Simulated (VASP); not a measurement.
**BiTe under changes of volume**

One of the cells (32.156 Å³/atom); the others are scaled copies at fixed shape and fractional positions:

```
Bi Te
1.0
     0.00000    3.17996    3.17996
     3.17996    0.00000    3.17996
     3.17996    3.17996    0.00000
Bi Te
1 1
Direct
  0.00000 0.00000 0.00000
  0.50000 0.50000 0.50000
```

| Property | Result |
| --- | --- |
| Program | VASP 6.6.1 |
| Functional | LDA |
| Potentials or basis | VASP PAW LDA potentials, release 64 (Bi_d, Te) |
| Cutoff | 520 eV |
| k mesh | 6 × 6 × 6 |
| Occupations | fermi-dirac, width 0.05 eV |
| Spin | no spin polarisation |

```csv
volume (Å³/atom),energy over the lowest point (meV/atom),pressure (GPa)
30.870,9.51,2.4
31.513,2.32,1.1
32.156,0.00,0.0
32.799,?,?
33.443,8.02,-2.0
```

Task: What does the run at 32.799 Å³/atom give?

Result: Energy over the lowest point 2.02 meV/atom; pressure -1.1 GPa.

Worked out: A Birch-Murnaghan fit of order 2 (a polynomial in V^(-2/3)) to the other rows has its minimum at 32.17 Å³/atom with B0 = V·E''(V) = 54 GPa. It gives 2.02 meV/atom at 32.799 Å³/atom, against the run's 2.02, and -dE/dV = -1.0 GPa, against -1.1.

Energies are extrapolated to zero smearing.
